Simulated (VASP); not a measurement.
# SnTeS4 (F-43m) in VASP: further runs

Runs on SnTeS4. Level: PBE. Tasks: relaxation of cell and atoms.

Program: VASP 6.6.1. These are calculated values, not measurements. Logs are shortened: lines on timing, memory, paths and dates and some standing lists are left out, and cuts for length are marked.

## (1) Starting point

Symmetry: F-43m, No. 216, cubic system. The conventional cell has a = 8.296 Å, b = 8.296 Å, c = 8.296 Å, α = 90.00°, β = 90.00°, γ = 90.00°. Around Sn (site symmetry -43m) lie 12 S at 3.44 Å and 4 Te at 3.59 Å. Around Te (site symmetry -43m) lie 12 S at 3.44 Å and 4 Sn at 3.59 Å. S (site symmetry 3m) is surrounded by 6 S at 2.92 to 2.95 Å.

The cell was built by a generator and needn't be a form met in nature.

## (2) Relaxation of cell and atoms, PBE

File INCAR:

```
ALGO     = Fast           # electronic algorithm
EDIFF    = 1E-4           # SCF threshold, eV
EDIFFG   = -0.08          # ionic threshold
ENCUT    = 520            # plane-wave cutoff, eV
GGA      = PE             # functional
IBRION   = 2              # ionic algorithm
ISIF     = 3              # what is computed and relaxed
ISMEAR   = 0              # smearing method
LASPH    = T              # aspherical terms in the spheres
LCHARG   = F              # write CHGCAR
LREAL    = F              # projectors in reciprocal space
LWAVE    = F              # write WAVECAR
NELM     = 60             # most SCF steps
NSW      = 24             # ionic steps
PREC     = Normal         # precision mode
SIGMA    = 0.15           # smearing width, eV
```

File KPOINTS:

```
k-points
0
Gamma
  3 3 3
```

File POSCAR:

```
SnTeS4
1.0
    0.0000000000      4.1478913500      4.1478913500
    4.1478913500      0.0000000000      4.1478913500
    4.1478913500      4.1478913500      0.0000000000
Sn Te S
1 1 4
Direct
    0.2500000000      0.2500000000      0.2500000000
    0.0000000000      0.0000000000      0.0000000000
    0.6256379900      0.6256379900      0.6256379900
    0.6256379900      0.6256379900      0.1230860400
    0.6256379900      0.1230860400      0.6256379900
    0.1230860400      0.6256379900      0.6256379900
```

Potentials or basis: VASP PAW PBE potentials, release 64 (Sn_d, Te, S).

The run is started by

```
$ cat potpaw_PBE.64/Sn_d/POTCAR potpaw_PBE.64/Te/POTCAR potpaw_PBE.64/S/POTCAR > POTCAR
$ mpirun -np 1 vasp_std > vasp.out
```

OUTCAR:

```text
EDIFF = 1E-4
   EDIFFG = -0.08
   ENCUT = 520
   GGA = PE
   IBRION = 2
   ISIF = 3
   ISMEAR = 0
   LASPH = T
   LREAL = F
   NELM = 60
   NSW = 24
   PREC = Normal

 ion  position               nearest neighbor table
   1  0.250  0.250  0.250-   2 3.59   2 3.59   2 3.59   2 3.59
   2  0.000  0.000  0.000-   1 3.59   1 3.59   1 3.59   1 3.59
   3  0.626  0.626  0.626-
   4  0.626  0.626  0.123-
   5  0.626  0.123  0.626-
   6  0.123  0.626  0.626-

  LATTYP: Found a face centered cubic cell.
 ALAT       =     8.2957827000

  Lattice vectors:

 A1 = (   0.0000000000,   4.1478913500,   4.1478913500)
 A2 = (   4.1478913500,   0.0000000000,   4.1478913500)
 A3 = (   4.1478913500,   4.1478913500,   0.0000000000)

Analysis of symmetry for initial positions (statically):
=====================================================================
 Subroutine PRICEL returns:
 Original cell was already a primitive cell.

 Routine SETGRP: Setting up the symmetry group for a
 face centered cubic supercell.

 Subroutine GETGRP returns: Found 24 space group operations
 (whereof 24 operations were pure point group operations)
 out of a pool of 48 trial point group operations.

The static configuration has the point symmetry T_d .

Analysis of symmetry for dynamics (positions and initial velocities):
=====================================================================
 Subroutine PRICEL returns:
 Original cell was already a primitive cell.

 Routine SETGRP: Setting up the symmetry group for a
 face centered cubic supercell.

 Subroutine GETGRP returns: Found 24 space group operations
 (whereof 24 operations were pure point group operations)
 out of a pool of 48 trial point group operations.

The dynamic configuration has the point symmetry T_d .

 Subroutine INISYM returns: Found 24 space group operations
 (whereof 24 operations are pure point group operations),
 and found     1 'primitive' translations

----------------------------------------------------------------------------------------

                                     Primitive cell

  volume of cell :     142.7290

  direct lattice vectors                    reciprocal lattice vectors
     0.000000000  4.147891350  4.147891350    -0.120543177  0.120543177  0.120543177
     4.147891350  0.000000000  4.147891350     0.120543177 -0.120543177  0.120543177
     4.147891350  4.147891350  0.000000000     0.120543177  0.120543177 -0.120543177

  length of vectors
     5.866004202  5.866004202  5.866004202     0.208786907  0.208786907  0.208786907

[... 66 lines left out ...]
   NELM   =     60;   NELMIN=  2; NELMDL= -5     # of ELM steps
   EDIFF  = 0.1E-03   stopping-criterion for ELM
   LREAL  =      F    real-space projection
   EDIFFG = -.8E-01   stopping-criterion for IOM
   NSW    =     24    number of steps for IOM
   IBRION =      2    ionic relax: 0-MD 1-quasi-New 2-CG
   NFREE  =      1    steps in history (QN), initial steepest desc. (CG)
   ISIF   =      3    stress and relaxation
   ISYM   =      2    0-nonsym 1-usesym 2-fastsym
   POTIM  = 0.5000    time-step for ionic-motion
   TEBEG  =    0.0;   TEEND  =   0.0 temperature during run
   PSTRESS=    0.0 pullay stress
   NELECT =      44.0000    total number of electrons
   NUPDOWN=      -1.0000    fix difference up-down
   EMIN   =  10.00;   EMAX   =-10.00  energy-range for DOS
   EFERMI =   0.00;   METHOD = LEGACY
   ISMEAR =     0;   SIGMA  =   0.15  broadening in eV -4-tet -1-fermi 0-gaus
   EFERMI_NEDOS =   21; number of points for ismear=-14 and -15
   IALGO  =     68    algorithm
   IMIX   =      4    mixing-type and parameters
     AMIX     =   0.40;   BMIX     =  1.00
     AMIX_MAG =   1.60;   BMIX_MAG =  1.00
  volume/ion in A,a.u.               =      23.79       160.53
  Fermi-wavevector in a.u.,A,eV,Ry     =   1.105915  2.089876 16.640573  1.223048
  Thomas-Fermi vector in A             =   2.242409
   LORBIT       =      0    0 simple, 1 ext, 2 COOP (PROOUT), +10 PAW based schemes
   GGA     = PE    functional components
   LHFCALC =     F    Hartree Fock is set to
   AEXX    =    0.0000 exact exchange contribution
   IVDW    =     0    specifies the selected vdW correction
   LEPSILON=     F    determine dielectric tensor
   LRPA    =     F    only Hartree local field effects (RPA)
 conjugate gradient relaxation of ions
 non-spin polarized calculation
 RMM-DIIS sequential band-by-band and
 Gauss-broadening in eV      SIGMA  =   0.15
  energy-cutoff  :      520.00
  volume of cell :      142.73
 maximum number of plane-waves:      3856
   NGX = 21   NGY = 21   NGZ = 21

--------------------------------------- Ionic step        1  -------------------------------------------

 number of electron      44.0000025 magnetization

 Free energy of the ion-electron system (eV)
  ---------------------------------------------------
  ext. energy  EPLUGINS =         0.00000000
  ---------------------------------------------------
  free energy    TOTEN  =       -18.41257722 eV

  energy without entropy =      -18.31825494  energy(sigma->0) =      -18.36541608

 E-fermi :   5.2116     XC(G=0):  -9.8758

 val. band max:        5.1608022062   @ k =   0.3333   0.0000   0.0000
 cond. band min:       5.2980632946   @ k =  -0.3333   0.3333   0.0000
 fundamental gap:      0.1372610884
 Fermi energy:         5.2116243149

 k-point     1 :       0.0000    0.0000    0.0000
  band No.  band energies     occupation
      1     -16.5369      2.00000
      2     -16.5369      2.00000
      3     -16.5369      2.00000
      4     -16.5341      2.00000
      5     -16.5341      2.00000
      6      -8.8423      2.00000
[... 218 lines left out ...]
  FREE ENERGIE OF THE ION-ELECTRON SYSTEM (eV)
  ---------------------------------------------------
  free  energy   TOTEN  =       -19.1921246281 eV

  energy  without entropy=      -19.1202314018  energy(sigma->0) =      -19.15617801

[... ionic steps 4 to 9 ...]

--------------------------------------- Ionic step       10  -------------------------------------------

 number of electron      44.0000002 magnetization

------------------------ aborting loop because EDIFF is reached ----------------------------------------
[... 75 lines left out ...]
--------------------------------------- Ionic step       12  -------------------------------------------

 number of electron      44.0000013 magnetization

 Free energy of the ion-electron system (eV)
  ---------------------------------------------------
  ext. energy  EPLUGINS =         0.00000000
  ---------------------------------------------------
  free energy    TOTEN  =       -19.38220995 eV

  energy without entropy =      -19.33815134  energy(sigma->0) =      -19.36018065

 E-fermi :   7.6182     XC(G=0): -10.6867

 val. band max:        7.5410868108   @ k =   0.3333   0.0000   0.0000
 cond. band min:       7.9380823804   @ k =  -0.3333   0.3333   0.0000
 fundamental gap:      0.3969955696
 Fermi energy:         7.6181850327

 k-point     1 :       0.0000    0.0000    0.0000
  band No.  band energies     occupation
      1     -13.9718      2.00000
      2     -13.9718      2.00000
      3     -13.9710      2.00000
      4     -13.9710      2.00000
      5     -13.9710      2.00000
      6      -8.6660      2.00000
[... 138 lines left out ...]
  FREE ENERGIE OF THE ION-ELECTRON SYSTEM (eV)
  ---------------------------------------------------
  free  energy   TOTEN  =       -19.3822099547 eV

  energy  without entropy=      -19.3381513429  energy(sigma->0) =      -19.36018065

 reached required accuracy - stopping structural energy minimisation
```

CONTCAR:

```text
SnTeS4
   1.00000000000000
     0.0000000000000000    3.9052844354671272    3.9052844354671272
     3.9052844354671272   -0.0000000000000000    3.9052844354671272
     3.9052844354671272    3.9052844354671272    0.0000000000000000
  Sn              Te              S
     1     1     4
Direct
     0.2500000000000000    0.2500000000000000    0.2500000000000000
     0.0000000000000000    0.0000000000000000    0.0000000000000000
     0.6368644279082321    0.6368644279082322    0.6368644279082322
     0.6368644279082322    0.6368644279082322    0.0894067262753045
     0.6368644279082322    0.0894067262753045    0.6368644279082322
     0.0894067262753045    0.6368644279082322    0.6368644279082322

  0.00000000E+00  0.00000000E+00  0.00000000E+00
  0.00000000E+00  0.00000000E+00  0.00000000E+00
  0.00000000E+00  0.00000000E+00  0.00000000E+00
  0.00000000E+00  0.00000000E+00  0.00000000E+00
  0.00000000E+00  0.00000000E+00  0.00000000E+00
  0.00000000E+00  0.00000000E+00  0.00000000E+00
```

It took 58 s on 1 thread of Intel Xeon Platinum 8559C (Emerald Rapids), shared host; peak memory 0.21 GiB.

Results:

| Item | Value |
| --- | --- |
| Free energy | -19.3822 eV |
| Relaxed volume | 19.85 Å³/atom |
| Relaxed cell | a = 5.523 Å, b = 5.523 Å, c = 5.523 Å, α = 60.00°, β = 60.00°, γ = 60.00° |
| Space group after relaxing (to 0.05 Å) | F-43m (No. 216) |
| Energy gained by relaxing | 161.6 meV/atom |
| Ionic steps | 12 |
| Pressure after relaxing | 0.1 GPa |
| Largest force after relaxing | 0.030 eV/Å |
| Band gap on the k mesh | none (metal or under the smearing width) |

Forces in eV/Å, atoms in the order of the input:
```
Sn   0.000  0.000  0.000
Te   0.000  0.000  0.000
S   -0.018 -0.018 -0.018
S    0.018  0.018 -0.018
S    0.018 -0.018  0.018
S   -0.018  0.018  0.018
```

Step by step:
```csv
step,energy change (eV),largest force (eV/Å),pressure (GPa),volume (Å³)
1,0.0000,0.3176,-8.12,142.73
2,-0.7750,0.4518,-0.70,119.24
3,-0.7795,0.4643,0.31,117.66
4,-0.7790,0.4594,-0.23,118.13
5,-0.8217,0.4986,-0.07,117.91
6,-0.9382,0.2939,0.50,117.24
7,-0.7129,1.3723,4.58,115.91
8,-0.9576,0.1605,0.83,117.02
9,-0.9608,0.0447,1.25,116.81
10,-0.9617,0.0191,1.15,116.87
11,-0.9620,0.0613,-0.97,121.36
12,-0.9696,0.0305,0.09,119.12
```

Final structure:
```cif
data_structure
_symmetry_space_group_name_H-M 'P 1'
_symmetry_Int_Tables_number 1
_cell_length_a 5.5229
_cell_length_b 5.5229
_cell_length_c 5.5229
_cell_angle_alpha 60.000
_cell_angle_beta 60.000
_cell_angle_gamma 60.000
_cell_volume 119.12
loop_
_atom_site_label
_atom_site_type_symbol
_atom_site_fract_x
_atom_site_fract_y
_atom_site_fract_z
_atom_site_occupancy
Sn1 Sn 0.25000 0.25000 0.25000 1
Te1 Te 0.00000 0.00000 0.00000 1
S1 S 0.63686 0.63686 0.63686 1
S2 S 0.63686 0.63686 0.08941 1
S3 S 0.63686 0.08941 0.63686 1
S4 S 0.08941 0.63686 0.63686 1
```

Levels at points of the mesh, in eV from the Fermi level:
```
           k point  band 20  band 21  band 22  band 23  band 24  band 25
(0.00, 0.00, 0.00)    -2.15     0.96     0.96     0.96     1.47     1.47
```

Caveat: the k mesh is coarse (spacing up to 0.44 Å⁻¹), so the values aren't converged; the volume moved by over 15 % at a fixed basis, so the end points are rough; the relaxation stopped at a loose force limit of 0.08 eV/Å, so its end isn't a converged minimum.

## (3) Relaxation of cell and atoms, PBE

This run uses another cell than the first one, of 28.29 Å³/atom, 1.189 times its volume.

INCAR is that of step 2.

File KPOINTS:

```
k-points
0
Gamma
  4 4 1
```

File POSCAR:

```
SnTeS4
1.0
    3.8467122600      0.0000000000      0.0000000000
   -1.9233561300      3.3313505400      0.0000000000
    0.0000000000      0.0000000000     13.2467905900
Sn Te S
1 1 4
Direct
    0.0000000000      0.0000000000      0.5000000000
    0.0000000000      0.0000000000      0.0000000000
    0.6666666700      0.3333333300      0.8897569800
    0.6666666700      0.3333333300      0.3766410100
    0.3333333300      0.6666666700      0.6233589900
    0.3333333300      0.6666666700      0.1102430200
```

Potentials or basis: VASP PAW PBE potentials, release 64 (Sn_d, Te, S).

The run is started by

```
$ cat potpaw_PBE.64/Sn_d/POTCAR potpaw_PBE.64/Te/POTCAR potpaw_PBE.64/S/POTCAR > POTCAR
$ mpirun -np 1 vasp_std > vasp.out
```

OUTCAR:

```text
EDIFF = 1E-4
   EDIFFG = -0.08
   ENCUT = 520
   GGA = PE
   IBRION = 2
   ISIF = 3
   ISMEAR = 0
   LASPH = T
   LREAL = F
   NELM = 60
   NSW = 24
   PREC = Normal

 ion  position               nearest neighbor table
   1  0.000  0.000  0.500-   4 2.76   5 2.76   4 2.76   5 2.76   4 2.76   5 2.76
   2  0.000  0.000  0.000-   3 2.66   6 2.66   3 2.66   6 2.66   3 2.66   6 2.66
   3  0.667  0.333  0.890-   2 2.66   2 2.66   2 2.66
   4  0.667  0.333  0.377-   1 2.76   1 2.76   1 2.76
   5  0.333  0.667  0.623-   1 2.76   1 2.76   1 2.76
   6  0.333  0.667  0.110-   2 2.66   2 2.66   2 2.66

  LATTYP: Found a hexagonal cell.
 ALAT       =     3.8467122600
 C/A-ratio  =     3.4436655759

  Lattice vectors:

 A1 = (   3.8467122600,   0.0000000000,   0.0000000000)
 A2 = (  -1.9233561300,   3.3313505400,   0.0000000000)
 A3 = (   0.0000000000,   0.0000000000,  13.2467905900)

Analysis of symmetry for initial positions (statically):
=====================================================================
 Subroutine PRICEL returns:
 Original cell was already a primitive cell.

 Routine SETGRP: Setting up the symmetry group for a
 hexagonal supercell.

 Subroutine GETGRP returns: Found 12 space group operations
 (whereof 12 operations were pure point group operations)
 out of a pool of 24 trial point group operations.

[... 144 lines left out ...]

 Free energy of the ion-electron system (eV)
  ---------------------------------------------------
  ext. energy  EPLUGINS =         0.00000000
  ---------------------------------------------------
  free energy    TOTEN  =       -23.78186778 eV

  energy without entropy =      -23.77544894  energy(sigma->0) =      -23.77865836

------------------------ aborting loop because EDIFF is reached ----------------------------------------

  FORCE on cell =-STRESS in cart. coord.  units (eV):
  Direction    XX          YY          ZZ          XY          YZ          ZX
  --------------------------------------------------------------------------------------
  -------------------------------------------------------------------------------------
  Total       -2.6711963     -2.6711963     -3.1211700     -0.0000000      0.0000000     -0.0000000
  in kB      -25.2113254    -25.2113254    -29.4582745     -0.0000000      0.0000000     -0.0000000
  external PRESSURE =     -26.6269751 kB  Pullay stress =       0.0000000 kB
[... 267 lines left out ...]
--------------------------------------- Ionic step        8  -------------------------------------------

 number of electron      43.9999988 magnetization

 Free energy of the ion-electron system (eV)
  ---------------------------------------------------
  ext. energy  EPLUGINS =         0.00000000
  ---------------------------------------------------
  free energy    TOTEN  =       -24.24588359 eV

  energy without entropy =      -24.24588115  energy(sigma->0) =      -24.24588237

 E-fermi :   4.0700     XC(G=0):  -8.7493

 val. band max:        3.5918861879   @ k =   0.2500   0.2500   0.0000
 cond. band min:       4.5377369346   @ k =   0.5000  -0.0000   0.0000
 fundamental gap:      0.9458507467
 Fermi energy:         4.0699706599

 k-point     1 :       0.0000    0.0000    0.0000
  band No.  band energies     occupation
      1     -17.7641      2.00000
      2     -17.7641      2.00000
      3     -17.7497      2.00000
      4     -17.7208      2.00000
      5     -17.7208      2.00000
      6     -11.2823      2.00000
[... 138 lines left out ...]
  FREE ENERGIE OF THE ION-ELECTRON SYSTEM (eV)
  ---------------------------------------------------
  free  energy   TOTEN  =       -24.2458835880 eV

  energy  without entropy=      -24.2458811485  energy(sigma->0) =      -24.24588237

 reached required accuracy - stopping structural energy minimisation
```

Run time: 39 s. Hardware: 1 thread of Intel Xeon Platinum 8559C (Emerald Rapids), shared host; peak memory 0.21 GiB.

What came out:

```
Free energy                            : -24.2459 eV
Relaxed volume                         : 26.71 Å³/atom
Relaxed cell                           : a = 3.773 Å, b = 3.773 Å, c = 12.998 Å, α = 90.00°, β = 90.00°, γ = 120.00°
Space group after relaxing (to 0.05 Å) : P-3m1 (No. 164)
Energy gained by relaxing              : 77.3 meV/atom
Ionic steps                            : 8
Pressure after relaxing                : -0.2 GPa
Largest force after relaxing           : 0.032 eV/Å
Band gap on the k mesh                 : 0.95 eV, indirect (least direct gap 1.53 eV)
```

Forces on the atoms (eV/Å):
```
Sn   0.000  0.000  0.000
Te   0.000  0.000  0.000
S    0.000  0.000 -0.032
S    0.000  0.000 -0.025
S    0.000  0.000  0.025
S    0.000  0.000  0.032
```

Step by step:
```csv
step,energy change (eV),largest force (eV/Å),pressure (GPa),volume (Å³)
1,0.0000,1.5723,-2.66,169.75
2,-0.2947,1.1173,1.11,158.46
3,-0.3010,1.2027,2.27,156.28
4,-0.4550,0.2609,0.84,158.36
5,-0.4581,0.2146,0.70,158.67
6,-0.4582,0.2372,0.72,158.72
7,-0.4609,0.1112,-0.62,161.48
8,-0.4640,0.0319,-0.21,160.26
```

Final structure:
```
Sn Te S
1.0
     3.77315    0.00000    0.00000
    -1.88657    3.26764    0.00000
     0.00000    0.00000   12.99841
Sn Te S
1 1 4
Direct
  0.00000 0.00000 0.50000
  0.00000 0.00000 0.00000
  0.66667 0.33333 0.87927
  0.66667 0.33333 0.38862
  0.33333 0.66667 0.61138
  0.33333 0.66667 0.12073
```

Caveat: the k mesh is coarse (spacing up to 0.47 Å⁻¹), so the values aren't converged; spin-orbit coupling is left out, which moves the levels of the heavy elements; an odd mesh through Γ misses points on the zone boundary, where band edges often lie; this functional lacks dispersion, which binds the layers, so the pressure and a relaxed spacing across them are unreliable; the relaxation stopped at a loose force limit of 0.08 eV/Å, so its end isn't a converged minimum.

(Part 1 of 2 ends here.)
